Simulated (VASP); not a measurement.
# GW on MgS (Niningerite), part 4 of 5

Aim: the quasiparticle gap of MgS (Niningerite), and what it costs to get it. The cell is of the rock-salt type, one of the forms listed for this formula. The start is a cell from a database of measured crystal structures.

VASP 6.6.1, plane waves and PAW; the level of theory is named at each step.

So far, quasiparticle gap on the mesh (eV): step 4 (evGW0, evGW0 on PBE) 4.62; step 5 (evGW, evGW on PBE) 4.96. Also gap on the k-mesh (eV): step 3 (empty bands, functional PBE) 2.75.

### Step 6. QPGW0

This step: QPGW0 on PBE; plane waves and PAW (S_GW, Mg_GW) (VASP 6.6.1).

Here the orbitals are updated too, by diagonalising a Hermitian self-energy in the bands up to NBANDSGW.

INCAR

```
SYSTEM = MgS
PREC = Accurate
ENCUT = 300
ISMEAR = 0
SIGMA = 0.01
LREAL = .FALSE.
GGA = PE
NBANDS = 232
ALGO = QPGW0
NELMGW = 4
ENCUTGW = 200
NOMEGA = 64
PRECFOCK = Fast
NBANDSGW = 24
LWAVE = .FALSE.
LCHARG = .FALSE.
```

POSCAR

```
MgS
1.0
    0.0000000000      2.6016500000      2.6016500000
    2.6016500000      0.0000000000      2.6016500000
    2.6016500000      2.6016500000      0.0000000000
S Mg
1 1
Direct
    0.5000000000      0.5000000000      0.5000000000
    0.0000000000      0.0000000000      0.0000000000
```

KPOINTS

```
Automatic mesh
0
Gamma
4 4 4
0 0 0
```

The projector-augmented-wave data sets are S_GW and Mg_GW (PBE family, release 64).

Started as:

```
> mpirun -np 8 vasp_std
```

What it wrote:

```text
[banner, memory and clock lines left out]
running    8 mpi-ranks, on    1 nodes
 distrk:  each k-point on    8 cores,    1 groups
 distr:  one band on    1 cores,    8 groups

 POSCAR found type information on POSCAR S Mg
 POSCAR found :  2 types and       2 ions
 [... a notice as in an earlier step ...]

 [... a notice as in an earlier step ...]

 LDA part: xc-table for (Slater+PW92), standard interpolation
 found WAVECAR, reading the header
 POSCAR, INCAR and KPOINTS ok, starting setup
 FFT: planning ... GRIDC
 FFT: planning ... GRID_SOFT
 FFT: planning ... GRID
 reading WAVECAR
 the WAVECAR file was read successfully
 initial charge from wavefunction
 available memory per node:     58.16 GB, setting MAXMEM to     59553

 The Fermi energy was updated, please check that it is located mid-gap
 values below the HOMO (VB) or above the LUMO (CB) will cause erroneous energies
 E-fermi :   5.1451

 calculate exact exchange contribution
 the WAVEDER file was read successfully
energies w=
    0.000    0.000    0.515    0.000    1.028    0.000    1.539    0.000
    2.047    0.000    2.551    0.000    3.049    0.000    3.541    0.000
    4.027    0.000    4.507    0.000    4.980    0.000    5.446    0.000
    5.906    0.000    6.360    0.000    6.808    0.000    7.251    0.000
    7.689    0.000    8.124    0.000    8.555    0.000    8.984    0.000
    9.411    0.000    9.838    0.000   10.265    0.000   10.693    0.000
   11.124    0.000   11.559    0.000   11.998    0.000   12.443    0.000
   12.896    0.000   13.358    0.000   13.830    0.000   14.315    0.000
   14.814    0.000   15.330    0.000   15.865    0.000   16.422    0.000
   17.002    0.000   17.612    0.000   18.254    0.000   18.933    0.000
   19.654    0.000   20.423    0.000   21.248    0.000   22.138    0.000
   23.102    0.000   24.153    0.000   25.306    0.000   26.581    0.000
   27.998    0.000   29.588    0.000   31.387    0.000   33.441    0.000
   35.813    0.000   38.585    0.000   41.869    0.000   45.826    0.000
   50.682    0.000   56.785    0.000   64.681    0.000   75.281    0.000
   90.243    0.000  112.913    0.000  151.228    0.000  229.673    0.000
 responsefunction array rank=     232
 LDA part: xc-table for (Slater+PW92), standard interpolation

 min. memory requirement per mpi rank    173.0 MB, per node   1384.2 MB

 allocating   8 responsefunctions rank=   232
 shmem allocating  64 responsefunctions rank=   232
 response function shared by NCSHMEM nodes    1
 Doing            8  frequencies on each core in blocks of           64
NQ=   1    0.0000    0.0000    0.0000,
|.........|.........|.........|.........|.........|.........|.........|.........
 performed        205000 updates of chi_q(r,r)
 total number of BLAS operations         86.35 Gflops
NQ=   2    0.2500    0.0000    0.0000,
|.........|.........|.........|.........|.........|.........|.........|.........
 performed        811000 updates of chi_q(r,r)
 total number of BLAS operations        327.72 Gflops
NQ=   3    0.5000    0.0000    0.0000,
|.........|.........|.........|.........|.........|.........|.........|.........
 performed       1217000 updates of chi_q(r,r)
 total number of BLAS operations        496.68 Gflops
NQ=   4    0.2500    0.2500    0.0000,
|.........|.........|.........|.........|.........|.........|.........|.........
 performed       1745000 updates of chi_q(r,r)
 total number of BLAS operations        697.71 Gflops
NQ=   5    0.5000    0.2500    0.0000,
|.........|.........|.........|.........|.........|.........|.........|.........
 performed       2529000 updates of chi_q(r,r)
 total number of BLAS operations       1018.43 Gflops
NQ=   6   -0.2500    0.2500    0.0000,
|.........|.........|.........|.........|.........|.........|.........|.........
 performed       3202000 updates of chi_q(r,r)
 total number of BLAS operations       1283.98 Gflops
NQ=   7    0.5000    0.5000    0.0000,
|.........|.........|.........|.........|.........|.........|.........|.........
 performed       3563000 updates of chi_q(r,r)
 total number of BLAS operations       1426.60 Gflops
NQ=   8   -0.2500    0.5000    0.2500,
|.........|.........|.........|.........|.........|.........|.........|.........
 performed       4102000 updates of chi_q(r,r)
 total number of BLAS operations       1643.32 Gflops
 resolving degeneracies of screened two electron integrals

 calculate QP shifts <psi_nk| G(iteration)W_0 |psi_nk>: iteration 1

 QP shifts <psi_nk| G(iteration)W_0 |psi_nk>: iteration 1
 NQ=           1  operations          48
 NQ=           2  operations           6
 NQ=           3  operations          12
 NQ=           4  operations           8
 NQ=           5  operations           2
 NQ=           6  operations           4
 NQ=           7  operations          16
 NQ=           8  operations           8
 allocating   8 responsefunctions rank=   232
 shmem allocating  64 responsefunctions rank=   232
 response function shared by NCSHMEM nodes    1
 Doing            8  frequencies on each core in blocks of           64
NQ=   1    0.0000    0.0000    0.0000,
|.........|.........|.........|.........|.........|.........|.........|.........
 performed        205000 updates of chi_q(r,r)
 total number of BLAS operations         86.35 Gflops
NQ=   2    0.2500    0.0000    0.0000,
|.........|.........|.........|.........|.........|.........|.........|.........
 performed        811000 updates of chi_q(r,r)
 total number of BLAS operations        327.72 Gflops
NQ=   3    0.5000    0.0000    0.0000,
|.........|.........|.........|.........|.........|.........|.........|.........
 performed       1217000 updates of chi_q(r,r)
 total number of BLAS operations        496.68 Gflops
NQ=   4    0.2500    0.2500    0.0000,
|.........|.........|.........|.........|.........|.........|.........|.........
 performed       1745000 updates of chi_q(r,r)
 total number of BLAS operations        697.71 Gflops
NQ=   5    0.5000    0.2500    0.0000,
|.........|.........|.........|.........|.........|.........|.........|.........
 performed       2529000 updates of chi_q(r,r)
 total number of BLAS operations       1018.43 Gflops
NQ=   6   -0.2500    0.2500    0.0000,
|.........|.........|.........|.........|.........|.........|.........|.........
 performed       3202000 updates of chi_q(r,r)
 total number of BLAS operations       1283.98 Gflops
NQ=   7    0.5000    0.5000    0.0000,
|.........|.........|.........|.........|.........|.........|.........|.........
 performed       3563000 updates of chi_q(r,r)
 total number of BLAS operations       1426.60 Gflops
NQ=   8   -0.2500    0.5000    0.2500,
|.........|.........|.........|.........|.........|.........|.........|.........
 performed       4102000 updates of chi_q(r,r)
 total number of BLAS operations       1643.32 Gflops
 resolving degeneracies of screened two electron integrals

 QP shifts <psi_nk| G(iteration)W_0 |psi_nk>: iteration 2
 NQ=           1  operations          48
 NQ=           2  operations           6
 NQ=           3  operations          12
 NQ=           4  operations           8
 NQ=           5  operations           2
 NQ=           6  operations           4
 NQ=           7  operations          16
 NQ=           8  operations           8
 allocating   8 responsefunctions rank=   232
 shmem allocating  64 responsefunctions rank=   232
 response function shared by NCSHMEM nodes    1
 Doing            8  frequencies on each core in blocks of           64
NQ=   1    0.0000    0.0000    0.0000,
|.........|.........|.........|.........|.........|.........|.........|.........
 performed        205000 updates of chi_q(r,r)
 total number of BLAS operations         86.35 Gflops
NQ=   2    0.2500    0.0000    0.0000,
|.........|.........|.........|.........|.........|.........|.........|.........
 performed        811000 updates of chi_q(r,r)
 total number of BLAS operations        327.72 Gflops
NQ=   3    0.5000    0.0000    0.0000,
|.........|.........|.........|.........|.........|.........|.........|.........
 performed       1217000 updates of chi_q(r,r)
 total number of BLAS operations        496.68 Gflops
NQ=   4    0.2500    0.2500    0.0000,
|.........|.........|.........|.........|.........|.........|.........|.........
 performed       1745000 updates of chi_q(r,r)
 total number of BLAS operations        697.71 Gflops
NQ=   5    0.5000    0.2500    0.0000,
|.........|.........|.........|.........|.........|.........|.........|.........
 performed       2529000 updates of chi_q(r,r)
 total number of BLAS operations       1018.43 Gflops
NQ=   6   -0.2500    0.2500    0.0000,
|.........|.........|.........|.........|.........|.........|.........|.........
 performed       3202000 updates of chi_q(r,r)
 total number of BLAS operations       1283.98 Gflops
NQ=   7    0.5000    0.5000    0.0000,
|.........|.........|.........|.........|.........|.........|.........|.........
 performed       3563000 updates of chi_q(r,r)
 total number of BLAS operations       1426.60 Gflops
NQ=   8   -0.2500    0.5000    0.2500,
|.........|.........|.........|.........|.........|.........|.........|.........
 performed       4102000 updates of chi_q(r,r)
 total number of BLAS operations       1643.32 Gflops
 resolving degeneracies of screened two electron integrals

 QP shifts <psi_nk| G(iteration)W_0 |psi_nk>: iteration 3
 NQ=           1  operations          48
 NQ=           2  operations           6
 NQ=           3  operations          12
 NQ=           4  operations           8
 NQ=           5  operations           2
 NQ=           6  operations           4
 NQ=           7  operations          16
 NQ=           8  operations           8
 allocating   8 responsefunctions rank=   232
 shmem allocating  64 responsefunctions rank=   232
 response function shared by NCSHMEM nodes    1
 Doing            8  frequencies on each core in blocks of           64
NQ=   1    0.0000    0.0000    0.0000,
|.........|.........|.........|.........|.........|.........|.........|.........
 performed        205000 updates of chi_q(r,r)
 total number of BLAS operations         86.35 Gflops
NQ=   2    0.2500    0.0000    0.0000,
|.........|.........|.........|.........|.........|.........|.........|.........
 performed        811000 updates of chi_q(r,r)
 total number of BLAS operations        327.72 Gflops
NQ=   3    0.5000    0.0000    0.0000,
|.........|.........|.........|.........|.........|.........|.........|.........
 performed       1217000 updates of chi_q(r,r)
 total number of BLAS operations        496.68 Gflops
NQ=   4    0.2500    0.2500    0.0000,
|.........|.........|.........|.........|.........|.........|.........|.........
 performed       1745000 updates of chi_q(r,r)
 total number of BLAS operations        697.71 Gflops
NQ=   5    0.5000    0.2500    0.0000,
|.........|.........|.........|.........|.........|.........|.........|.........
 performed       2529000 updates of chi_q(r,r)
 total number of BLAS operations       1018.43 Gflops
NQ=   6   -0.2500    0.2500    0.0000,
|.........|.........|.........|.........|.........|.........|.........|.........
 performed       3202000 updates of chi_q(r,r)
 total number of BLAS operations       1283.98 Gflops
NQ=   7    0.5000    0.5000    0.0000,
|.........|.........|.........|.........|.........|.........|.........|.........
 performed       3563000 updates of chi_q(r,r)
 total number of BLAS operations       1426.60 Gflops
NQ=   8   -0.2500    0.5000    0.2500,
|.........|.........|.........|.........|.........|.........|.........|.........
 performed       4102000 updates of chi_q(r,r)
 total number of BLAS operations       1643.32 Gflops
 resolving degeneracies of screened two electron integrals

 QP shifts <psi_nk| G(iteration)W_0 |psi_nk>: iteration 4
 NQ=           1  operations          48
 NQ=           2  operations           6
 NQ=           3  operations          12
 NQ=           4  operations           8
 NQ=           5  operations           2
 NQ=           6  operations           4
 NQ=           7  operations          16
 NQ=           8  operations           8
 entering main loop
```

Run time: 3.9 min. Hardware: 8 MPI ranks of Intel Xeon Platinum 8259CL at 2.50GHz (Skylake/Cascade Lake), shared host; peak memory 2 GiB.

From OUTCAR (step 6):

```text
   NELECT =       8.0000    total number of electrons

 E-fermi :   5.1451

 QP shifts <psi_nk| G(iteration)W_0 |psi_nk>: iteration 1
 k-point   1 :       0.0000    0.0000    0.0000
  band No. DFT-energies  QP-energies  QP-e(diag)   sigma(DFT)    Z            occupation
      1      -8.9028      -9.8414      -9.8385     -10.2689       0.6849       2.0000
      2       3.7694       2.6947       2.6986       2.3783       0.7697       2.0000
      3       3.7694       2.6947       2.6986       2.3783       0.7697       2.0000
      4       3.7694       2.6947       2.6986       2.3783       0.7697       2.0000
      5       7.4661       7.9225       7.9312       8.0518       0.7941       0.0000
      6      11.6891      12.1816      12.1910      12.3257       0.7884       0.0000
      7      11.6891      12.1816      12.1910      12.3257       0.7884       0.0000
      8      11.6891      12.1816      12.1910      12.3257       0.7884       0.0000
    ...

     24      38.6020      38.6020      38.6020      38.6020       1.0000       0.0000

 k-point   2 :       0.2500    0.0000    0.0000
  band No. DFT-energies  QP-energies  QP-e(diag)   sigma(DFT)    Z            occupation
      1      -8.3417      -9.2300      -9.2199      -9.5880       0.7046       2.0000
      2       0.9541      -0.1902      -0.1806      -0.5652       0.7468       2.0000
      3       3.4475       2.3520       2.3595       2.0290       0.7670       2.0000
      4       3.4475       2.3520       2.3595       2.0290       0.7670       2.0000
      5       8.7135       9.0899       9.1275       9.2373       0.7904       0.0000
      6      11.5502      12.1073      12.1131      12.2717       0.7802       0.0000
      7      11.5502      12.1073      12.1131      12.2717       0.7802       0.0000
      8      12.0516      12.5688      12.5754      12.7364       0.7648       0.0000
    ...

     24      37.3613      37.3613      37.3613      37.3613       1.0000       0.0000

 QP shifts <psi_nk| G(iteration)W_0 |psi_nk>: iteration 2
 k-point   1 :       0.0000    0.0000    0.0000
  band No. DFT-energies  QP-energies  QP-e(diag)   sigma(DFT)    Z            occupation
      1      -9.8414     -10.1290     -10.1249     -10.2390       0.7131       2.0000
      2       2.6947       2.5043       2.5067       2.4492       0.7658       2.0000
      3       2.6947       2.5043       2.5067       2.4492       0.7658       2.0000
      4       2.6947       2.5043       2.5067       2.4492       0.7658       2.0000
      5       7.9225       7.9992       8.0003       8.0201       0.7970       0.0000
      6      12.1816      12.2415      12.2456      12.2629       0.7874       0.0000
      7      12.1816      12.2415      12.2456      12.2629       0.7874       0.0000
      8      12.1816      12.2415      12.2456      12.2629       0.7874       0.0000
    ...

 QP shifts <psi_nk| G(iteration)W_0 |psi_nk>: iteration 3
 k-point   1 :       0.0000    0.0000    0.0000
  band No. DFT-energies  QP-energies  QP-e(diag)   sigma(DFT)    Z            occupation
      1     -10.1290     -10.2079     -10.2031     -10.2339       0.7062       2.0000
      2       2.5043       2.4518       2.4559       2.4412       0.7674       2.0000
      3       2.5043       2.4518       2.4559       2.4412       0.7674       2.0000
      4       2.5043       2.4518       2.4559       2.4412       0.7674       2.0000
      5       7.9992       8.0073       8.0065       8.0083       0.7965       0.0000
      6      12.2415      12.2512      12.2540      12.2574       0.7888       0.0000
      7      12.2415      12.2512      12.2540      12.2574       0.7888       0.0000
      8      12.2415      12.2512      12.2540      12.2574       0.7888       0.0000
    ...

 QP shifts <psi_nk| G(iteration)W_0 |psi_nk>: iteration 4
 k-point   1 :       0.0000    0.0000    0.0000
  band No. DFT-energies  QP-energies  QP-e(diag)   sigma(DFT)    Z            occupation
      1     -10.2079     -10.2342     -10.2293     -10.2383       0.7027       2.0000
      2       2.4518       2.4324       2.4368       2.4322       0.7685       2.0000
      3       2.4518       2.4324       2.4368       2.4322       0.7685       2.0000
      4       2.4518       2.4324       2.4368       2.4322       0.7685       2.0000
      5       8.0073       8.0059       8.0048       8.0042       0.7965       0.0000
      6      12.2512      12.2541      12.2573      12.2589       0.7890       0.0000
      7      12.2512      12.2541      12.2573      12.2589       0.7890       0.0000
      8      12.2512      12.2541      12.2573      12.2589       0.7890       0.0000
    ...

[... 16 parts as in an earlier step ...]

[... 29 further parts left out ...]
```

Numbers from this step:

| Item | Value |
| --- | --- |
| quasiparticle gap on the mesh | 4.704 eV |
| smallest direct quasiparticle gap on the mesh | 5.574 eV |

QP gap by iteration, by row:

| iteration | gap (eV) | direct gap (eV) |
| --- | --- | --- |
| 1 | 4.343 | 5.228 |
| 2 | 4.615 | 5.495 |
| 3 | 4.682 | 5.556 |
| 4 | 4.704 | 5.574 |

GW takes the gap from 2.751 to 4.704 eV. That is +85 meV against evGW0 on PBE. The last pass still moved it by +22 meV. The value holds for 232 bands, ENCUTGW = 200 eV and this mesh, and isn't shown to be converged in them.

### Step 7. Orbitals for another starting point

This step: PBE; plane waves and PAW (S_GW, Mg_GW) (VASP 6.6.1).

A hybrid converges faster from good orbitals, so a cheap PBE run writes WAVECAR first.

INCAR

```
SYSTEM = MgS
PREC = Accurate
ENCUT = 300
EDIFF = 1E-05
NELM = 100
ISMEAR = 0
SIGMA = 0.01
LREAL = .FALSE.
ALGO = Normal
GGA = PE
NBANDS = 10
LORBIT = 11
LWAVE = .TRUE.
LCHARG = .FALSE.
KPAR = 8
```

POSCAR is that of step 6.

KPOINTS is that of step 6.

Started as:

```
> mpirun -np 8 vasp_std
```

What it wrote:

```text
[banner, memory and clock lines left out]
running    8 mpi-ranks, on    1 nodes
 distrk:  each k-point on    1 cores,    8 groups
 distr:  one band on    1 cores,    1 groups

 POSCAR found type information on POSCAR S Mg
 POSCAR found :  2 types and       2 ions
 [... a notice as in an earlier step ...]

 LDA part: xc-table for (Slater+PW92), standard interpolation
 POSCAR, INCAR and KPOINTS ok, starting setup
 FFT: planning ... GRIDC
 FFT: planning ... GRID_SOFT
 FFT: planning ... GRID
 WAVECAR not read
 entering main loop
       N       E                     dE             d eps       ncg     rms          rms(c)
[... 10 cycles as in an earlier step ...]
DAV:  11    -0.845531629518E+01    0.39036E-05   -0.96338E-06   108   0.160E-02
   1 F= -.84553163E+01 E0= -.84553163E+01  d E =-.224409E-47
 writing wavefunctions
```

It took 1.8 s on 8 MPI ranks; peak memory 0.98 GiB.

OUTCAR, selected parts (step 7):

```text
   NELECT =       8.0000    total number of electrons

 E-fermi :   3.8702

 k-point     1 :       0.0000    0.0000    0.0000
  band No.  band energies     occupation
      1      -8.9027      2.00000
      2       3.7695      2.00000
      3       3.7695      2.00000
      4       3.7695      2.00000
      5       7.4659      0.00000
      6      11.6891      0.00000
      7      11.6891      0.00000
      8      11.6891      0.00000
      9      14.0495      0.00000
    ...

  Total        0.2185033      0.2185033      0.2185033     -0.0000000     -0.0000000      0.0000000
  in kB        9.9401295      9.9401295      9.9401295     -0.0000000     -0.0000000      0.0000000
  external PRESSURE =       9.9401295 kB  Pullay stress =       0.0000000 kB

 POSITION                                       TOTAL-FORCE (eV/Angst)
 -----------------------------------------------------------------------------------
      2.60165      2.60165      2.60165        -0.000000     -0.000000      0.000000
      0.00000      0.00000      0.00000         0.000000      0.000000     -0.000000
 -----------------------------------------------------------------------------------
    total drift:                               -0.000000     -0.000000      0.000000

  FREE ENERGIE OF THE ION-ELECTRON SYSTEM (eV)
  ---------------------------------------------------
  free  energy   TOTEN  =        -8.4553162952 eV

  energy  without entropy=       -8.4553162952  energy(sigma->0) =       -8.45531630

[... 9 parts as in an earlier step ...]

[... 8 further parts left out ...]
```

Numbers from this step:

| Quantity | Value |
| --- | --- |
| pressure | 0.9940 GPa |
| least direct gap on the k-mesh | 3.696 eV |

The run ends at a pressure of 0.99 GPa.

[end of part 4 of 5]

[Lines on the potential files, build, host, timing and source positions are cut from VASP's logs without a mark.]

[Logs are printed without paths, hosts, clocks, repeated set-up lines and the standing remarks that a program may print on its own settings, such as how far it seeks lower states.]

[Hosts, paths, dates, database ids (printed as entryN), source tags and the programs' standing remarks are cut or masked in the printed files.]

[Pressures printed for these runs are not shown converged in the cutoff: they can be off by several GPa and have the wrong sign.]
